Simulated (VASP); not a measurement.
Output of a VASP run:

OSZICAR:
```
       N       E                     dE             d eps       ncg     rms          rms(c)
DAV:   1     0.880940907718E+02    0.88094E+02   -0.11061E+04   848   0.950E+02
DAV:   2    -0.302814473628E+01   -0.91122E+02   -0.90064E+02   865   0.224E+02
DAV:   3    -0.432060404883E+01   -0.12925E+01   -0.12867E+01   998   0.249E+01
DAV:   4    -0.432780046757E+01   -0.71964E-02   -0.71960E-02   918   0.189E+00
DAV:   5    -0.432787620459E+01   -0.75737E-04   -0.75738E-04   952   0.192E-01    0.385E+00
DAV:   6    -0.428026949329E+01    0.47607E-01   -0.87150E-02   865   0.255E+00    0.263E+00
DAV:   7    -0.427090937877E+01    0.93601E-02   -0.48022E-02   851   0.189E+00    0.648E-01
DAV:   8    -0.426984706387E+01    0.10623E-02   -0.52973E-03   845   0.594E-01    0.369E-02
DAV:   9    -0.426985349905E+01   -0.64352E-05   -0.28110E-05   958   0.466E-02    0.108E-02
DAV:  10    -0.426985830428E+01   -0.48052E-05   -0.61848E-06   870   0.228E-02    0.333E-03
DAV:  11    -0.426985860623E+01   -0.30194E-06   -0.81178E-07   473   0.761E-03
   1 F= -.42698586E+01 E0= -.42643827E+01  d E =-.109519E-01
```

File OUTCAR:
```
------------------------ aborting loop because EDIFF is reached ----------------------------------------
  FORCE on cell =-STRESS in cart. coord.  units (eV):
  Direction    XX          YY          ZZ          XY          YZ          ZX
  --------------------------------------------------------------------------------------
  Total        1.4638077      1.4638072      2.1487963      0.0000000     -0.0000000     -0.0000000
  in kB       43.0094337     43.0094213     63.1356940      0.0000000     -0.0000000     -0.0000000
  external PRESSURE =      49.7181830 kB  Pullay stress =       0.0000000 kB
  volume of cell :       54.53
      direct lattice vectors                 reciprocal lattice vectors
     1.702351000 -2.948558000  0.000000000     0.293711461 -0.169574416  0.000000000
     1.702351000  2.948558000  0.000000000     0.293711461  0.169574416  0.000000000
     0.000000000  0.000000000  5.431779000     0.000000000  0.000000000  0.184101746
 POSITION                                       TOTAL-FORCE (eV/Angst)
 -----------------------------------------------------------------------------------
      1.70235      0.98285      1.35794        -0.000000     -0.000000      0.000000
      1.70235     -0.98285      4.07383         0.000000      0.000000      0.000000
 -----------------------------------------------------------------------------------
    total drift:                               -0.000000      0.000441      0.000008
  FREE ENERGIE OF THE ION-ELECTRON SYSTEM (eV)
  ---------------------------------------------------
  free  energy   TOTEN  =        -4.2698586062 eV

  energy  without entropy=       -4.2589067125  energy(sigma->0) =       -4.26438266
```
(Selected blocks of OUTCAR.)

**POSCAR**
```
Tl
1
    1.7023510000    -2.9485580000     0.0000000000
    1.7023510000     2.9485580000     0.0000000000
    0.0000000000     0.0000000000     5.4317790000
Tl
2
Direct
  0.3333330000   0.6666670000   0.2500000000
  0.6666670000   0.3333330000   0.7500000000
```

### Question
Reconstruct the remaining input files.

### Answer
Several could match; the one computed here: the input of the run itself, PBE GGA, plane waves, VASP's PBE PAW potentials (set 64).

**KPOINTS**
```
Automatic mesh
0
Gamma
7 7 4
0 0 0
```

INCAR:
```
# general
SYSTEM   =  Tl
PREC     =  Accurate
ENCUT    =  300   # plane-wave cut-off (eV)
LREAL    =  .FALSE.   # projection in real space or not
LASPH    =  .TRUE.   # aspherical one-centre terms

# electronic loop
EDIFF    =  1E-6   # SCF stop (eV)
NELM     =  100   # most electronic steps
ALGO     =  Normal   # blocked Davidson
LMAXMIX  =  4

# smearing
ISMEAR   =  0
SIGMA    =  0.1   # width (eV)

# functional
GGA      =  PE   # PBE

# ions
ISIF     =  2   # forces and stress, cell fixed

# output
LWAVE    =  .FALSE.
LCHARG   =  .FALSE.
```

POTCAR, in this order: Tl_d (PBE.64 set). Program: vasp_std.

At this cut-off the stress carries a Pulay error, which pulls relaxed volumes low.

The structure is a typed Tl crystal (P6_3/mmc). The cell was not relaxed at this level, and its volume differs by -5.9 % from the start's. The k-mesh is coarse (spacing up to 0.30 per Å, 2π included), so the numbers may not be converged in it.
